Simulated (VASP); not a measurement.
Level of theory: optB86b-vdW, VASP's PBE PAW potentials (set 64) (plane waves; VASP).

VASP input:

### INCAR
```
# general
SYSTEM    =  MgH2
PREC      =  Accurate
ENCUT     =  520
LREAL     =  .FALSE.   # projection in real space or not
LASPH     =  .TRUE.

# electronic loop
EDIFF     =  1E-7
NELM      =  100
ALGO      =  Normal   # blocked Davidson

# smearing
ISMEAR    =  0
SIGMA     =  0.05   # width (eV)

# functional
GGA       =  MK
LUSE_VDW  =  .TRUE.
AGGAC     =  0.0
PARAM1    =  0.1234
PARAM2    =  1.0

# ions
IBRION    =  2
NSW       =  30
ISIF      =  4   # ions and shape, fixed volume
EDIFFG    =  -0.01   # ionic stop

# output
LWAVE     =  .FALSE.
LCHARG    =  .FALSE.
```

**POSCAR**
```
MgH2
1.0
  4.5327178474   0.0000000000   0.0000000000
  0.0000000000   4.5327178474   0.0000000000
  0.0000000000   0.0000000000   3.0299951355
Mg H
2 4
Cartesian
  4.5327178474   4.5327178474   0.0000000000
  2.2663589237   2.2663589237   1.5149975678
  1.3788692705   1.3788692705   0.0000000000
  3.6452281942   0.8874896532   1.5149975678
  0.8874896532   3.6452281942   1.5149975678
  3.1538485769   3.1538485769   0.0000000000
```

### KPOINTS
```
K-points
0
G
 5 5 7
0 0 0
```

POTCAR, in this order: Mg H (PBE.64 set). Program: vasp_std.

Output

### OUTCAR
```
 ion  position               nearest neighbor table
   1  0.000  0.000  0.000-   3 1.95   6 1.95   5 1.97   4 1.97   4 1.97   5 1.97   2 3.55   2 3.55
                             2 3.55   2 3.55   2 3.55   2 3.55   2 3.55   2 3.55
   2  0.500  0.500  0.500-   4 1.95   5 1.95   3 1.97   6 1.97   3 1.97   6 1.97   1 3.55   1 3.55
                             1 3.55   1 3.55   1 3.55   1 3.55   1 3.55   1 3.55
   3  0.304  0.304  0.000-   1 1.95   2 1.97   2 1.97
   4  0.804  0.196  0.500-   2 1.95   1 1.97   1 1.97
   5  0.196  0.804  0.500-   2 1.95   1 1.97   1 1.97
   6  0.696  0.696  0.000-   1 1.95   2 1.97   2 1.97
  LATTYP: Found a simple tetragonal cell.
 ALAT       =     4.5327178474
 C/A-ratio  =     0.6684720376
 Subroutine PRICEL returns:
 Original cell was already a primitive cell.
 Subroutine GETGRP returns: Found 16 space group operations
The static configuration has the point symmetry D_2h.
 The point group associated with its full space group is D_4h.
The dynamic configuration has the point symmetry D_2h.
 Subroutine INISYM returns: Found 16 space group operations
 Subroutine IBZKPT returns following result:
 Found     24 irreducible k-points:

 Following reciprocal coordinates:
            Coordinates               Weight
  0.000000  0.000000  0.000000      1.000000
  0.200000  0.000000  0.000000      4.000000
  0.400000  0.000000  0.000000      4.000000
  0.200000  0.200000  0.000000      4.000000
  0.400000  0.200000  0.000000      8.000000
  0.400000  0.400000  0.000000      4.000000
  0.000000  0.000000  0.142857      2.000000
  0.200000  0.000000  0.142857      8.000000
  0.400000  0.000000  0.142857      8.000000
  0.200000  0.200000  0.142857      8.000000
  0.400000  0.200000  0.142857     16.000000
  0.400000  0.400000  0.142857      8.000000
  0.000000  0.000000  0.285714      2.000000
  0.200000  0.000000  0.285714      8.000000
  0.400000  0.000000  0.285714      8.000000
  0.200000  0.200000  0.285714      8.000000
  0.400000  0.200000  0.285714     16.000000
  0.400000  0.400000  0.285714      8.000000
  0.000000  0.000000  0.428571      2.000000
  0.200000  0.000000  0.428571      8.000000
  0.400000  0.000000  0.428571      8.000000
  0.200000  0.200000  0.428571      8.000000
  0.400000  0.200000  0.428571     16.000000
  0.400000  0.400000  0.428571      8.000000
   k-points           NKPTS =     24   k-points in BZ     NKDIM =     24   number of bands    NBANDS=      8
   number of dos      NEDOS =    301   number of ions     NIONS =      6
   total plane-waves  NPLWV =  31104
   dimension x,y,z NGX =    36 NGY =   36 NGZ =   24
   dimension x,y,z NGXF=    72 NGYF=   72 NGZF=   48
   ions per type =               2   4
   PREC   = accura    normal or accurate (medium, high low for compatibility)
   ISTART =      0    job   : 0-new  1-cont  2-samecut
   ICHARG =      2    charge: 1-file 2-atom 10-const
   ISPIN  =      1    spin polarized calculation?
   LNONCOLLINEAR =      F non collinear calculations
   LSORBIT =      F    spin-orbit coupling
   INIWAV =      1    electr: 0-lowe 1-rand  2-diag
   ENCUT  =  520.0 eV  38.22 Ry    6.18 a.u.   8.43  8.43  5.63*2*pi/ulx,y,z
   NELM   =    100;   NELMIN=  2; NELMDL= -5     # of ELM steps
   EDIFF  = 0.1E-06   stopping-criterion for ELM
   LREAL  =      F    real-space projection
   NLSPLINE    = F    spline interpolate recip. space projectors
   LMAXMIX     =    2 max onsite mixed and CHGCAR
   VOSKOWN=      0    Vosko Wilk Nusair interpolation
   EDIFFG = -.1E-01   stopping-criterion for IOM
   NSW    =     30    number of steps for IOM
   NBLOCK =      1;   KBLOCK =     30    inner block; outer block
   IBRION =      2    ionic relax: 0-MD 1-quasi-New 2-CG
   NFREE  =      1    steps in history (QN), initial steepest desc. (CG)
   ISIF   =      4    stress and relaxation
   ISYM   =      2    0-nonsym 1-usesym 2-fastsym
...
```

File OSZICAR:
```
       N       E                     dE             d eps       ncg     rms          rms(c)
DAV:   1     0.713879123731E+01    0.71388E+01   -0.31067E+03   384   0.753E+02
DAV:   2    -0.154950824204E+02   -0.22634E+02   -0.20991E+02   496   0.835E+01
DAV:   3    -0.163379458846E+02   -0.84286E+00   -0.84286E+00   520   0.235E+01
DAV:   4    -0.163394383416E+02   -0.14925E-02   -0.14925E-02   544   0.105E+00
DAV:   5    -0.163394447149E+02   -0.63734E-05   -0.63733E-05   512   0.533E-02    0.677E+00
DAV:   6    -0.153260595405E+02    0.10134E+01   -0.89161E-01   392   0.570E+00    0.342E+00
DAV:   7    -0.149957986541E+02    0.33026E+00   -0.10976E+00   408   0.679E+00    0.522E-01
DAV:   8    -0.150065674305E+02   -0.10769E-01   -0.21144E-02   416   0.119E+00    0.818E-02
DAV:   9    -0.150065367282E+02    0.30702E-04   -0.67959E-04   600   0.213E-01    0.181E-02
DAV:  10    -0.150065637216E+02   -0.26993E-04   -0.40925E-05   456   0.639E-02    0.980E-03
DAV:  11    -0.150065627958E+02    0.92588E-06   -0.60951E-06   504   0.128E-02    0.184E-03
DAV:  12    -0.150065627802E+02    0.15587E-07   -0.18567E-07   424   0.380E-03
   1 F= -.15006563E+02 E0= -.15006563E+02  d E =-.150066E+02
       N       E                     dE             d eps       ncg     rms          rms(c)
DAV:   1    -0.150066791513E+02   -0.11636E-03   -0.70931E-04   504   0.203E-01    0.118E-02
DAV:   2    -0.150066793059E+02   -0.15467E-06   -0.43754E-06   408   0.182E-02    0.734E-03
DAV:   3    -0.150066796321E+02   -0.32621E-06   -0.26853E-06   440   0.113E-02    0.820E-04
DAV:   4    -0.150066796310E+02    0.10943E-08   -0.55459E-08   256   0.189E-03
   2 F= -.15006680E+02 E0= -.15006680E+02  d E =-.116851E-03
       N       E                     dE             d eps       ncg     rms          rms(c)
DAV:   1    -0.150068096932E+02   -0.13006E-03   -0.51235E-03   496   0.545E-01    0.316E-02
DAV:   2    -0.150068102852E+02   -0.59200E-06   -0.31889E-05   400   0.492E-02    0.197E-02
DAV:   3    -0.150068120023E+02   -0.17171E-05   -0.19579E-05   464   0.303E-02    0.222E-03
DAV:   4    -0.150068120653E+02   -0.63011E-07   -0.39799E-07   456   0.500E-03
   3 F= -.15006812E+02 E0= -.15006812E+02  d E =-.249285E-03
```

File OUTCAR:
```
------------------------ aborting loop because EDIFF is reached ----------------------------------------
  FORCE on cell =-STRESS in cart. coord.  units (eV):
  Direction    XX          YY          ZZ          XY          YZ          ZX
  --------------------------------------------------------------------------------------
  Total       -0.5034176     -0.5034176     -0.5035347     -0.0000000      0.0000000      0.0000000
  in kB      -12.9562596    -12.9562596    -12.9592740     -0.0000000      0.0000000      0.0000000
  external PRESSURE =     -12.9572644 kB  Pullay stress =       0.0000000 kB
  volume of cell :       62.25
      direct lattice vectors                 reciprocal lattice vectors
     4.539819023  0.000000000  0.000000000     0.220273098 -0.000000000  0.000000000
     0.000000000  4.539819023  0.000000000    -0.000000000  0.220273098  0.000000000
     0.000000000  0.000000000  3.020523525     0.000000000  0.000000000  0.331068436
 POSITION                                       TOTAL-FORCE (eV/Angst)
 -----------------------------------------------------------------------------------
      0.00000      0.00000      0.00000         0.000000     -0.000000      0.000000
      2.26991      2.26991      1.51026        -0.000000     -0.000000      0.000000
      1.38120      1.38120      0.00000        -0.001975     -0.001975      0.000000
      3.65111      0.88871      1.51026        -0.001975      0.001975      0.000000
      0.88871      3.65111      1.51026         0.001975     -0.001975      0.000000
      3.15862      3.15862      0.00000         0.001975      0.001975      0.000000
 -----------------------------------------------------------------------------------
    total drift:                                0.000000      0.000000     -0.000000
  FREE ENERGIE OF THE ION-ELECTRON SYSTEM (eV)
  ---------------------------------------------------
  free  energy   TOTEN  =       -15.0068120653 eV

  energy  without entropy=      -15.0068120653  energy(sigma->0) =      -15.00681207

 reached required accuracy - stopping structural energy minimisation
```
(Selected blocks of OUTCAR.)

**CONTCAR**
```
MgH2
   1.00000000000000
     4.5398190226830817    0.0000000000000000    0.0000000000000000
     0.0000000000000000    4.5398190226830817    0.0000000000000000
     0.0000000000000000    0.0000000000000000    3.0205235251102258
  Mg              H
     2     4
Direct
     0.0000000000000000    0.0000000000000000    0.0000000000000000
     0.5000000000000000    0.5000000000000000    0.5000000000000000
     0.3042412655591767    0.3042412655591767    0.0000000000000000
     0.8042412655591767    0.1957587344408233    0.5000000000000000
     0.1957587344408233    0.8042412655591767    0.5000000000000000
     0.6957587344408233    0.6957587344408233    0.0000000000000000
```

The compound is MgH2 in the rutile structure. This cell is one point of a volume scan, at 1.03 of the reference volume. Symmetry was kept, so distortions that lower it aren't found.
